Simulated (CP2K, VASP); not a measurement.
An input for CP2K (LDA (Pade form), GPW, DZVP-MOLOPT-SR-GTH basis, GTH-PADE potentials (GTH_POTENTIALS)):

```
&GLOBAL
  PROJECT scf
  RUN_TYPE ENERGY_FORCE
  PRINT_LEVEL MEDIUM
&END GLOBAL
&FORCE_EVAL
  METHOD Quickstep
  STRESS_TENSOR ANALYTICAL
  &DFT
    BASIS_SET_FILE_NAME BASIS_MOLOPT
    POTENTIAL_FILE_NAME GTH_POTENTIALS
    &QS
      METHOD GPW
      EPS_DEFAULT 1E-10
    &END QS
    &MGRID
      CUTOFF 600
      REL_CUTOFF 60
      NGRIDS 5
    &END MGRID
    &SCF
      SCF_GUESS ATOMIC
      EPS_SCF 1E-6
      MAX_SCF 100
      ADDED_MOS 9
      &DIAGONALIZATION
        ALGORITHM STANDARD
      &END DIAGONALIZATION
      &MIXING
        METHOD BROYDEN_MIXING
        ALPHA 0.3
        NBUFFER 10
        BETA 1.5
      &END MIXING
      &SMEAR ON
        METHOD FERMI_DIRAC
        ELECTRONIC_TEMPERATURE [K] 580.23
      &END SMEAR
    &END SCF
    &KPOINTS
      SCHEME MONKHORST-PACK 6 6 6
      GAMMA_CENTERED T
    &END KPOINTS
    &XC
      &XC_FUNCTIONAL PADE
      &END XC_FUNCTIONAL
    &END XC
    &PRINT
      &MO
        EIGENVALUES T
        OCCUPATION_NUMBERS T
        NDIGITS 8
        FILENAME mo
        &EACH
          QS_SCF 0
        &END EACH
        ADD_LAST NUMERIC
      &END MO
      &MULLIKEN ON
      &END MULLIKEN
    &END PRINT
  &END DFT
  &SUBSYS
    &CELL
      A 5.94720500 0.00000000 0.00000000
      B 3.24453500 4.98419900 0.00000000
      C -4.59587000 -2.49209900 2.83490100
      PERIODIC XYZ
    &END CELL
    &COORD
      Ca       0.00000000     0.00000000     0.00000000
      Co       1.62226750     2.49209975     1.41745050
      Co       2.97360250     0.00000025     1.41745050
      Ge       3.37428775     1.82969945     0.00000000
      Ge       5.81745225     3.15449955     0.00000000
    &END COORD
    &KIND Ca
      BASIS_SET DZVP-MOLOPT-SR-GTH-q10
      POTENTIAL GTH-PADE-q10
    &END KIND
    &KIND Co
      BASIS_SET DZVP-MOLOPT-SR-GTH-q17
      POTENTIAL GTH-PADE-q17
    &END KIND
    &KIND Ge
      BASIS_SET DZVP-MOLOPT-SR-GTH-q4
      POTENTIAL GTH-PADE-q4
    &END KIND
  &END SUBSYS
  &PRINT
    &FORCES ON
    &END FORCES
    &STRESS_TENSOR ON
    &END STRESS_TENSOR
  &END PRINT
&END FORCE_EVAL
```

Write the VASP files for the same calculation.

One set of files that does it:

POSCAR:
```
Ca(CoGe)2
1
   -2.0045780000     2.0045780000     5.2280570000
    2.0045780000    -2.0045780000     5.2280570000
    2.0045780000     2.0045780000    -5.2280570000
Ca Co Ge
1 2 2
Direct
  0.0000000000   0.0000000000   0.0000000000
  0.2500000000   0.7500000000   0.5000000000
  0.7500000000   0.2500000000   0.5000000000
  0.3671000000   0.3671000000   0.0000000000
  0.6329000000   0.6329000000   0.0000000000
```

### KPOINTS
```
Automatic mesh
0
Gamma
6 6 6
0 0 0
```

**INCAR**
```
! general
SYSTEM   =  Ca(CoGe)2
PREC     =  Accurate
ENCUT    =  300
LREAL    =  F
LASPH    =  T

! electronic loop
EDIFF    =  1E-6
NELM     =  100
ALGO     =  Normal
LMAXMIX  =  4

! smearing
ISMEAR   =  -1
SIGMA    =  0.05

! ions
ISIF     =  2

! output
LWAVE    =  F
LCHARG   =  F
```

POTCAR, in this order: Ca_sv Co Ge_d (LDA.64 set). Program: vasp_std.

Both are inputs of real runs that ended normally. What can't carry over is the choice of potentials or basis and its cut-off, and each code's defaults.

VASP's LDA is the Perdew-Zunger fit; the other code's may be Perdew-Wang, which differs slightly.

The structure comes from a computed database's CaCo2Ge2 entry; how it stands against other phases isn't given here. The cell was not relaxed at this level, and it may have been scaled.
